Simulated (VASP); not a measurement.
Level of theory: PBE GGA with D3 dispersion (Becke-Johnson damping), VASP's PBE PAW potentials (set 64) (plane waves; VASP).

Input for VASP

### POSCAR
```
HfN
1
   -0.0000000000     2.2519210947     2.2519210947
    2.2519210947     0.0000000000     2.2519210947
    2.2519210947     2.2519210947    -0.0000000000
Hf N
1 1
Direct
  0.0000000000   0.0000000000   0.0000000000
  0.5000000000   0.5000000000   0.5000000000
```

INCAR:
```
SYSTEM = HfN
PREC = Accurate; ENCUT = 520; LREAL = .FALSE.
LASPH = .TRUE.
EDIFF = 1E-7; NELM = 100; ALGO = Normal
LMAXMIX = 6
ISMEAR = -5
GGA = PE; IVDW = 12
ISIF = 2
LWAVE = .FALSE.; LCHARG = .TRUE.; LORBIT = 11
NEDOS = 601
```

**KPOINTS**
```
Automatic mesh
0
Gamma
16 16 16
0 0 0
```

POTCAR, in this order: Hf_pv N (PBE.64 set). Program: vasp_std.

Output

**OUTCAR**
```
 ion  position               nearest neighbor table
   1  0.000  0.000  0.000-   2 2.25   2 2.25   2 2.25   2 2.25   2 2.25   2 2.25
   2  0.500  0.500  0.500-   1 2.25   1 2.25   1 2.25   1 2.25   1 2.25   1 2.25
  LATTYP: Found a face centered cubic cell.
 ALAT       =     4.5038421894
 Subroutine PRICEL returns:
 Original cell was already a primitive cell.
 Subroutine GETGRP returns: Found 48 space group operations
The static configuration has the point symmetry O_h .
The dynamic configuration has the point symmetry O_h .
 Subroutine INISYM returns: Found 48 space group operations
 Subroutine IBZKPT returns following result:
 Found    145 irreducible k-points:

 Following reciprocal coordinates:
            Coordinates               Weight
  0.000000  0.000000  0.000000      1.000000
  0.062500  0.000000  0.000000      8.000000
  0.125000  0.000000  0.000000      8.000000
  0.187500  0.000000  0.000000      8.000000
  0.250000  0.000000  0.000000      8.000000
  0.312500  0.000000  0.000000      8.000000
  0.375000  0.000000  0.000000      8.000000
  0.437500  0.000000  0.000000      8.000000
  0.500000  0.000000  0.000000      4.000000
...
```

File OSZICAR:
```
       N       E                     dE             d eps       ncg     rms          rms(c)
DAV:   1     0.394917449556E+02    0.39492E+02   -0.83451E+03  3198   0.129E+03
DAV:   2    -0.224630636181E+02   -0.61955E+02   -0.58433E+02  4281   0.258E+02
DAV:   3    -0.247292145965E+02   -0.22662E+01   -0.22369E+01  4123   0.419E+01
DAV:   4    -0.247505844190E+02   -0.21370E-01   -0.21239E-01  3832   0.390E+00
DAV:   5    -0.247509059886E+02   -0.32157E-03   -0.31910E-03  4088   0.354E-01    0.502E+01
DAV:   6    -0.218262958769E+02    0.29246E+01   -0.15409E+01  3695   0.282E+01    0.418E+01
DAV:   7    -0.217705846881E+02    0.55711E-01   -0.68579E-01  3619   0.759E+00    0.266E+01
DAV:   8    -0.217588449861E+02    0.11740E-01   -0.12460E-01  3732   0.331E+00    0.614E+00
DAV:   9    -0.217490829787E+02    0.97620E-02   -0.57360E-02  3777   0.167E+00    0.157E+00
DAV:  10    -0.217486012415E+02    0.48174E-03   -0.22456E-03  3770   0.438E-01    0.325E-01
DAV:  11    -0.217485986375E+02    0.26041E-05   -0.19578E-04  3943   0.129E-01    0.571E-02
DAV:  12    -0.217485989682E+02   -0.33073E-06   -0.13325E-05  3842   0.347E-02    0.337E-02
DAV:  13    -0.217485985448E+02    0.42345E-06   -0.56963E-07  3740   0.817E-03    0.847E-04
DAV:  14    -0.217485986371E+02   -0.92315E-07   -0.69045E-09  1982   0.825E-04
   1 F= -.22528636E+02 E0= -.22528636E+02  d E =0.000000E+00
```

File OUTCAR:
```
------------------------ aborting loop because EDIFF is reached ----------------------------------------
 Edisp (eV)   -0.78004
  FORCE on cell =-STRESS in cart. coord.  units (eV):
  Direction    XX          YY          ZZ          XY          YZ          ZX
  --------------------------------------------------------------------------------------
  Total       0.00095     0.00095     0.00095     0.00000     0.00000     0.00000
  in kB       0.06684     0.06684     0.06684     0.00000     0.00000     0.00000
  external pressure =        0.07 kB  Pullay stress =        0.00 kB
  volume of cell :       22.84
      direct lattice vectors                 reciprocal lattice vectors
     0.000000000  2.251921095  2.251921095    -0.222032646  0.222032646  0.222032646
     2.251921095  0.000000000  2.251921095     0.222032646 -0.222032646  0.222032646
     2.251921095  2.251921095  0.000000000     0.222032646  0.222032646 -0.222032646
 POSITION                                       TOTAL-FORCE (eV/Angst)
 -----------------------------------------------------------------------------------
      0.00000      0.00000      0.00000        -0.000000      0.000000      0.000000
      2.25192      2.25192      2.25192         0.000000     -0.000000     -0.000000
 -----------------------------------------------------------------------------------
    total drift:                                0.000000     -0.000000     -0.000000
  FREE ENERGIE OF THE ION-ELECTRON SYSTEM (eV)
  ---------------------------------------------------
  free  energy   TOTEN  =       -22.5286359899 eV

  energy  without entropy=      -22.5286359899  energy(sigma->0) =      -22.52863599

 total charge

# of ion       s       p       d       tot
------------------------------------------
    1        0.294   6.582   1.778   8.654
    2        1.235   2.518   0.000   3.753
--------------------------------------------------
tot          1.528   9.101   1.778  12.407
```
(Selected blocks of OUTCAR.)

For a metal the tetrahedron method with Blöchl corrections gives inexact stress and forces.

The compound is HfN in the rock salt structure. It was relaxed first. The electron count is odd and the run is not spin-polarised, which forces a metal.
